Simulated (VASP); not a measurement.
These are PBEsol GGA, VASP's PBE PAW potentials (set 64) (plane waves; VASP) values and carry that method's errors.

VASP input:

### KPOINTS
```
K-points
0
gamma
10 10 1
0 0 0
```

**POSCAR**
```
Ir(100) slab
1
    2.7102696887    -0.0000000000    -0.0000000000
   -0.0000000000     2.7102696887     0.0000000000
    0.0000000000     0.0000000000    26.4709670589
Ir
6
Direct
  0.0000000000   0.5000000000   0.3190050000
  0.5000000000   0.0000000000   0.3914030000
  0.0000000000   0.5000000000   0.4638010000
  0.5000000000   0.0000000000   0.5361990000
  0.0000000000   0.5000000000   0.6085970000
  0.5000000000   0.0000000000   0.6809950000
```

INCAR:
```
! general
SYSTEM =Ir(100) slab
PREC   =Normal
ENCUT  =400   ! plane-wave cut-off (eV)
LREAL  =F   ! projection in real space or not
LASPH  =T

! electronic loop
EDIFF  =1E-5   ! SCF stop (eV)
NELM   =100   ! most electronic steps
NELMIN =4
ALGO   =Normal
LMAXMIX=6   ! l cut-off of mixed one-centre charges

! smearing
ISMEAR =1   ! Methfessel-Paxton
SIGMA  =0.1

! functional
GGA    =PS   ! PBEsol

! ions
IBRION =2
NSW    =50   ! most ionic steps
ISIF   =2
EDIFFG =-0.03

! output
LWAVE  =T
LCHARG =F

! other
LDIPOL =T
IDIPOL =3
DIPOL  =0.5 0.5 0.5
```

POTCAR, in this order: Ir (PBE.64 set). Program: vasp_std.

The run wrote:

File OSZICAR:
```
       N       E                     dE             d eps       ncg     rms          rms(c)
DAV:   1     0.470793455351E+03    0.47079E+03   -0.20113E+04  1352   0.122E+03
DAV:   2    -0.121807001713E+02   -0.48297E+03   -0.46000E+03  1424   0.419E+02
DAV:   3    -0.565304920135E+02   -0.44350E+02   -0.41891E+02  1904   0.109E+02
DAV:   4    -0.592914190895E+02   -0.27609E+01   -0.26743E+01  1680   0.298E+01
DAV:   5    -0.596098546467E+02   -0.31844E+00   -0.27256E+00  2080   0.523E+00    0.349E+01
DAV:   6    -0.583544435178E+02    0.12554E+01   -0.23764E+01  2080   0.343E+01    0.240E+01
DAV:   7    -0.917796000930E+02   -0.33425E+02   -0.30483E+02  2584   0.129E+02    0.525E+01
DAV:   8    -0.721096830306E+02    0.19670E+02   -0.57879E+01  2104   0.435E+01    0.301E+01
DAV:   9    -0.595378094145E+02    0.12572E+02   -0.48315E+01  2264   0.659E+01    0.161E+01
DAV:  10    -0.558540295090E+02    0.36838E+01   -0.20025E+01  2256   0.317E+01    0.564E+00
DAV:  11    -0.559759179773E+02   -0.12189E+00   -0.17536E+00  1976   0.924E+00    0.340E+00
DAV:  12    -0.558793455416E+02    0.96572E-01   -0.29203E-01  2272   0.413E+00    0.210E+00
DAV:  13    -0.558656542984E+02    0.13691E-01   -0.41463E-02  1960   0.125E+00    0.128E+00
DAV:  14    -0.558686753658E+02   -0.30211E-02   -0.60027E-03  1832   0.686E-01    0.100E+00
DAV:  15    -0.558628161247E+02    0.58592E-02   -0.10927E-02  2472   0.757E-01    0.446E-01
DAV:  16    -0.558615327980E+02    0.12833E-02   -0.28444E-03  2264   0.340E-01    0.246E-01
DAV:  17    -0.558615260861E+02    0.67119E-05   -0.10274E-04  1480   0.848E-02    0.237E-01
DAV:  18    -0.558613068085E+02    0.21928E-03   -0.19370E-04  1584   0.865E-02    0.176E-01
DAV:  19    -0.558610497147E+02    0.25709E-03   -0.13262E-03  2272   0.234E-01    0.756E-02
DAV:  20    -0.558610578535E+02   -0.81388E-05   -0.61926E-05  1424   0.598E-02
   1 F= -.55861058E+02 E0= -.55862789E+02  d E =-.558611E+02
       N       E                     dE             d eps       ncg     rms          rms(c)
DAV:   1    -0.558935906544E+02   -0.32541E-01   -0.47247E+01  1344   0.316E+01    0.131E+00
DAV:   2    -0.560546055033E+02   -0.16101E+00   -0.15949E+00  2024   0.907E+00    0.345E+00
DAV:   3    -0.559711371894E+02    0.83468E-01   -0.55293E-01  2112   0.626E+00    0.161E+00
DAV:   4    -0.559748376118E+02   -0.37004E-02   -0.35882E-02  2072   0.143E+00    0.179E+00
DAV:   5    -0.559736201584E+02    0.12175E-02   -0.43024E-02  2128   0.164E+00    0.121E+00
DAV:   6    -0.559646672971E+02    0.89529E-02   -0.87283E-02  2152   0.283E+00    0.450E-01
DAV:   7    -0.559628022497E+02    0.18650E-02   -0.15054E-02  2136   0.106E+00    0.294E-01
DAV:   8    -0.559626081770E+02    0.19407E-03   -0.85214E-04  1832   0.219E-01    0.142E-01
DAV:   9    -0.559624708545E+02    0.13732E-03   -0.68906E-04  1632   0.154E-01    0.268E-02
DAV:  10    -0.559624698934E+02    0.96107E-06   -0.10594E-04  1792   0.547E-02    0.844E-03
DAV:  11    -0.559624720147E+02   -0.21213E-05   -0.43437E-06   784   0.188E-02
   2 F= -.55962472E+02 E0= -.55962560E+02  d E =-.101414E+00
       N       E                     dE             d eps       ncg     rms          rms(c)
DAV:   1    -0.559633785150E+02   -0.90862E-03   -0.53639E-01  1344   0.334E+00    0.133E-01
DAV:   2    -0.559649600633E+02   -0.15815E-02   -0.15555E-02  2064   0.826E-01    0.359E-01
DAV:   3    -0.559641711426E+02    0.78892E-03   -0.38358E-03  1984   0.542E-01    0.216E-01
DAV:   4    -0.559641628171E+02    0.83255E-05   -0.17397E-04  2016   0.781E-02    0.211E-01
DAV:   5    -0.559641958702E+02   -0.33053E-04   -0.83461E-04  2240   0.206E-01    0.137E-01
DAV:   6    -0.559641108000E+02    0.85070E-04   -0.12497E-03  2144   0.321E-01    0.832E-02
DAV:   7    -0.559640376515E+02    0.73149E-04   -0.35853E-04  2168   0.157E-01    0.385E-02
DAV:   8    -0.559640360391E+02    0.16124E-05   -0.10864E-05   816   0.228E-02
   3 F= -.55964036E+02 E0= -.55964271E+02  d E =-.102978E+00
       N       E                     dE             d eps       ncg     rms          rms(c)
DAV:   1    -0.559659035077E+02   -0.18659E-02   -0.91137E-01  1344   0.437E+00    0.158E-01
DAV:   2    -0.559674869752E+02   -0.15835E-02   -0.16279E-02  2024   0.103E+00    0.182E-01
DAV:   3    -0.559674434498E+02    0.43525E-04   -0.56104E-03  2344   0.566E-01    0.227E-01
DAV:   4    -0.559671538259E+02    0.28962E-03   -0.14961E-03  2320   0.276E-01    0.145E-01
DAV:   5    -0.559671643761E+02   -0.10550E-04   -0.22518E-04  2072   0.133E-01    0.125E-01
DAV:   6    -0.559670596608E+02    0.10472E-03   -0.53815E-04  2152   0.175E-01    0.200E-02
DAV:   7    -0.559670558460E+02    0.38148E-05   -0.50002E-05  1344   0.597E-02
   4 F= -.55967056E+02 E0= -.55967533E+02  d E =-.301981E-02
       N       E                     dE             d eps       ncg     rms          rms(c)
DAV:   1    -0.559671130162E+02   -0.53355E-04   -0.30282E-01  1344   0.252E+00    0.874E-02
DAV:   2    -0.559676373441E+02   -0.52433E-03   -0.53536E-03  2016   0.581E-01    0.100E-01
DAV:   3    -0.559676338538E+02    0.34903E-05   -0.19939E-03  2320   0.335E-01    0.132E-01
DAV:   4    -0.559675287204E+02    0.10513E-03   -0.56440E-04  1936   0.170E-01    0.788E-02
DAV:   5    -0.559675321228E+02   -0.34024E-05   -0.77692E-05  1544   0.826E-02
   5 F= -.55967532E+02 E0= -.55968129E+02  d E =-.349608E-02
       N       E                     dE             d eps       ncg     rms          rms(c)
DAV:   1    -0.559688852503E+02   -0.13565E-02   -0.91359E-01  1344   0.435E+00    0.154E-01
DAV:   2    -0.559708787426E+02   -0.19935E-02   -0.19694E-02  2160   0.118E+00    0.241E-01
DAV:   3    -0.559702333818E+02    0.64536E-03   -0.11677E-02  2320   0.801E-01    0.223E-01
DAV:   4    -0.559700140555E+02    0.21933E-03   -0.52333E-04  2048   0.180E-01    0.160E-01
DAV:   5    -0.559699835247E+02    0.30531E-04   -0.62938E-04  2184   0.211E-01    0.121E-01
DAV:   6    -0.559698461907E+02    0.13733E-03   -0.88790E-04  2184   0.246E-01    0.184E-02
DAV:   7    -0.559698505484E+02   -0.43577E-05   -0.77823E-05  1472   0.830E-02
   6 F= -.55969851E+02 E0= -.55970454E+02  d E =-.231843E-02
       N       E                     dE             d eps       ncg     rms          rms(c)
DAV:   1    -0.559689915647E+02    0.85463E-03   -0.22919E+00  1344   0.688E+00    0.238E-01
DAV:   2    -0.559739593572E+02   -0.49678E-02   -0.49377E-02  2152   0.189E+00    0.366E-01
DAV:   3    -0.559725167374E+02    0.14426E-02   -0.27504E-02  2328   0.124E+00    0.360E-01
DAV:   4    -0.559719654652E+02    0.55127E-03   -0.13567E-03  2096   0.289E-01    0.259E-01
DAV:   5    -0.559719234622E+02    0.42003E-04   -0.11813E-03  2168   0.304E-01    0.219E-01
DAV:   6    -0.559715145516E+02    0.40891E-03   -0.22326E-03  2232   0.374E-01    0.237E-02
DAV:   7    -0.559715304414E+02   -0.15890E-04   -0.14642E-04  1552   0.111E-01    0.240E-02
DAV:   8    -0.559715260573E+02    0.43841E-05   -0.92881E-06   744   0.188E-02
   7 F= -.55971526E+02 E0= -.55972127E+02  d E =-.399393E-02
       N       E                     dE             d eps       ncg     rms          rms(c)
DAV:   1    -0.559715044347E+02    0.26007E-04   -0.44694E-02  1344   0.958E-01    0.364E-02
DAV:   2    -0.559716018204E+02   -0.97386E-04   -0.96882E-04  2160   0.258E-01    0.506E-02
DAV:   3    -0.559715768091E+02    0.25011E-04   -0.63897E-04  2032   0.186E-01    0.563E-02
DAV:   4    -0.559715618440E+02    0.14965E-04   -0.33387E-05  1008   0.484E-02    0.398E-02
DAV:   5    -0.559715599656E+02    0.18784E-05   -0.19766E-05   888   0.477E-02
   8 F= -.55971560E+02 E0= -.55972155E+02  d E =-.402784E-02
```

### OUTCAR
```
------------------------ aborting loop because EDIFF is reached ----------------------------------------
  FORCE on cell =-STRESS in cart. coord.  units (eV):
  Direction    XX          YY          ZZ          XY          YZ          ZX
  --------------------------------------------------------------------------------------
  Total       -3.8243512     -3.8243512      0.0728490      0.0000000      0.0000000      0.0000000
  in kB      -31.5118231    -31.5118231      0.6002603      0.0000000      0.0000000      0.0000000
  external PRESSURE =     -20.8077953 kB  Pullay stress =       0.0000000 kB
  volume of cell :      194.44
      direct lattice vectors                 reciprocal lattice vectors
     2.710269689  0.000000000  0.000000000     0.368966972  0.000000000  0.000000000
     0.000000000  2.710269689  0.000000000     0.000000000  0.368966972  0.000000000
     0.000000000  0.000000000 26.470967059     0.000000000  0.000000000  0.037777237
 POSITION                                       TOTAL-FORCE (eV/Angst)
 -----------------------------------------------------------------------------------
      0.00000      1.35513      8.52348         0.000000      0.000000     -0.008525
      1.35513      0.00000     10.34210        -0.000000     -0.000000      0.006665
      2.71027      1.35513     12.26856         0.000000      0.000000      0.018949
      1.35513      0.00000     14.20241         0.000000     -0.000000     -0.018949
      0.00000      1.35513     16.12887         0.000000      0.000000     -0.006665
      1.35513      0.00000     17.94749         0.000000      0.000000      0.008525
 -----------------------------------------------------------------------------------
    total drift:                                0.000000      0.000000      0.000000
  FREE ENERGIE OF THE ION-ELECTRON SYSTEM (eV)
  ---------------------------------------------------
  free  energy   TOTEN  =       -55.9715599656 eV

  energy  without entropy=      -55.9733453570  energy(sigma->0) =      -55.97215510

 reached required accuracy - stopping structural energy minimisation
```
(Selected blocks of OUTCAR.)

### CONTCAR
```
Ir(100) slab
   1.00000000000000
     2.7102696887000000    0.0000000000000000    0.0000000000000000
     0.0000000000000000    2.7102696887000000    0.0000000000000000
     0.0000000000000000    0.0000000000000000   26.4709670589000012
  Ir
     6
Direct
     0.0000000000000000    0.5000000000000000    0.3219933492118683
     0.5000000000000000    0.0000000000000000    0.3906959069123457
     1.0000000000000000    0.5000000000000000    0.4634721422950830
     0.5000000000000000    0.0000000000000000    0.5365278577049168
     0.0000000000000000    0.5000000000000000    0.6093040930876542
     0.5000000000000000    0.0000000000000000    0.6780066507881318
```

The cell is a thin slab with vacuum, built from Ir (fcc): (100) face.
